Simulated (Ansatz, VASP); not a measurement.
# H3PtC3 in VASP and in Ansatz

INCAR

```
SYSTEM = H3PtC3
  PREC = Accurate
  ENCUT = 520
  EDIFF = 1E-6
  ISMEAR = 0
  SIGMA = 0.1
  LREAL = .FALSE.
  LASPH = .TRUE.
  NELM = 80
  ALGO = Normal
  ISIF = 2
  LWAVE = .FALSE.
  LCHARG = .TRUE.
  GGA = PE
  LELF = .TRUE.
  LVHAR = .TRUE.
  NBANDS = 22
```

Contents of KPOINTS:

```
regular mesh
0
G
  4 4 4
  0 0 0
```

File POSCAR:

```
H3PtC3
1.0
    4.3330292300      0.0000000000      0.0000000000
    0.0000000000      4.3330292300      0.0000000000
    0.0000000000      0.0000000000      4.3330292300
H Pt C
3 1 3
Direct
    0.5000000000      0.0000000000      0.0000000000
    0.0000000000      0.5000000000      0.0000000000
    0.0000000000      0.0000000000      0.5000000000
    0.5000000000      0.5000000000      0.5000000000
    0.5000000000      0.5000000000      0.0000000000
    0.0000000000      0.5000000000      0.5000000000
    0.5000000000      0.0000000000      0.5000000000
```

Input for Ansatz:

```yaml
crystal:
  lattice:
    - [4.33302923, 0.0, 0.0]
    - [0.0, 4.33302923, 0.0]
    - [0.0, 0.0, 4.33302923]
  atoms:
    - { symbol: H, position: [0.5, 0.0, 0.0] }
    - { symbol: H, position: [0.0, 0.5, 0.0] }
    - { symbol: H, position: [0.0, 0.0, 0.5] }
    - { symbol: Pt, position: [0.5, 0.5, 0.5] }
    - { symbol: C, position: [0.5, 0.5, 0.0] }
    - { symbol: C, position: [0.0, 0.5, 0.5] }
    - { symbol: C, position: [0.5, 0.0, 0.5] }
basis:
  ecutwfc: 420
kpoints:
  mp_grid: { grid: [4, 4, 4] }
hamiltonian:
  xc: pbe
scf:
  occupations: { method: gaussian, width: 0.1 }
  lower_state_search: "off"
output:
  forces: true
  stress: true
  eigenvalues: true
```

Change from the starting cell: species swapped into the La3GaBr3 type (Pm-3m, No. 221).

Alike in both runs: task single point; functional PBE; k mesh 4 × 4 × 4; occupations gaussian, width 0.1 eV; no spin polarisation.

|  | VASP | Ansatz |
| --- | --- | --- |
| version | VASP 6.6.1 | Ansatz 0.2.0 |
| potentials or method | VASP PAW PBE potentials, release 64 (H, Pt, C) | scalar-relativistic, plane waves, PAW |
| plane-wave cutoff (eV) | 520 | 420 |
| valence electrons in the cell | 25 | 33 |

|  | VASP | Ansatz | Ansatz less VASP |
| --- | --- | --- | --- |
| gap on the k mesh at the Fermi level (eV) | none | none | - |
| pressure (GPa) | -22.8 | -22.7 | +0.10 |

A gap of «none» marks a metal or a gap that the smearing closes. The two sets of potentials don't hold the same shells in valence.

Caveats: the k mesh is coarse (spacing up to 0.36 Å⁻¹), so the values aren't converged; so large a pressure means that the cell lies far from this level's equilibrium, or that cutoff or potentials fall short (VASP). The runs have no spin-orbit coupling, so splittings on Pt are missing.
